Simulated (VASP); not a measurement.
Data:

```yaml
crystal:
  lattice:
    - [0.00000, 1.77667, 1.77667]
    - [1.77667, 0.00000, 1.77667]
    - [1.77667, 1.77667, 0.00000]
  atoms:
    - { symbol: C, position: [0.00000, 0.00000, 0.00000] }
    - { symbol: C, position: [0.25000, 0.25000, 0.25000] }
```

The numbers are results of AM05 GGA, VASP's PBE PAW potentials (set 64) (plane waves; VASP), not measurements. Settings: 520 eV cut-off, Gaussian smearing of 0.050 eV, potentials C.

### Question
Give the energies of bands 2 to 7 at the high-symmetry points, in eV from the valence-band maximum.

### Answer

| band | Γ | X | U | L | W |
|---|---|---|---|---|---|
| 2 | 0.00 | -12.85 | -11.81 | -13.59 | -12.00 |
| 3 | 0.00 | -6.42 | -9.54 | -2.85 | -8.53 |
| 4 | 0.00 | -6.42 | -5.47 | -2.85 | -8.53 |
| 5 | 5.54 | 4.64 | 5.57 | 8.41 | 10.52 |
| 6 | 5.54 | 4.64 | 10.73 | 8.41 | 10.52 |
| 7 | 5.54 | 16.96 | 14.46 | 9.05 | 12.46 |

The gap is indirect, 4.04 eV, from the valence maximum at Γ to the conduction minimum at Γ-X at 0.71.

The compound is C in the diamond structure. It was relaxed first.
